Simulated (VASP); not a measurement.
An input for Ansatz (written as the equivalent of a VASP run, and not itself run):

Ansatz 0.2 input:
```yaml
crystal:
  lattice:
    - [0.0000000, 3.2547995, 3.2547995]
    - [3.2547995, 0.0000000, 3.2547995]
    - [3.2547995, 3.2547995, 0.0000000]
  atoms:
    - { symbol: Ca, position: [0.0000000, 0.0000000, 0.0000000] }
    - { symbol: Se, position: [0.2500000, 0.2500000, 0.2500000] }
kpoints:
  mp_grid: { grid: [7, 7, 7] }
hamiltonian:
  xc: pbesol
  pseudopotentials: { kind: paw }
scf:
  occupations: { method: gaussian, width: 0.05 }
  max_iter: 100
relax:
  max_steps: 40
  f_tol: 0.02
  cell: {}
output: { forces: true, stress: true, eigenvalues: true }
```

Problem. Write the VASP files for the same calculation (PBEsol).

Solution. One answer among several that fit: 
### KPOINTS
```
K-points
0
gamma
7 7 7
```

POSCAR:
```
CaSe
1.0
  0.0000000000   3.2547994828   3.2547994828
  3.2547994828   0.0000000000   3.2547994828
  3.2547994828   3.2547994828   0.0000000000
Ca Se
1 1
Cartesian
  0.0000000000   0.0000000000   0.0000000000
  1.6273997414   1.6273997414   1.6273997414
```

**INCAR**
```
ALGO  =  Normal
EDIFF  =  1E-6
EDIFFG  =  -0.02
ENCUT  =  500
GGA  =  PS
IBRION  =  2
ISIF  =  3
ISMEAR  =  0
LASPH  =  .TRUE.
LCHARG  =  .FALSE.
LMAXMIX  =  4
LREAL  =  .FALSE.
LWAVE  =  .FALSE.
NELM  =  100
NSW  =  40
PREC  =  Accurate
SIGMA  =  0.05
SYSTEM  =  CaSe
```

POTCAR, in this order: Ca_sv Se (PBE.64 set). Program: vasp_std.

What does not carry over: each code has its own PAW files, so the cut-off isn't converted (ENCUT is set for VASP's; basis.ecutwfc is left out, and Ansatz then takes the one that its files recommend); Ansatz stops its SCF on the density residual and VASP on the energy change (EDIFF).

The structure was generated: CaSe was put into the zinc blende type (F-43m), which need not be its known phase. It was relaxed first, which changed the volume by -14 %.
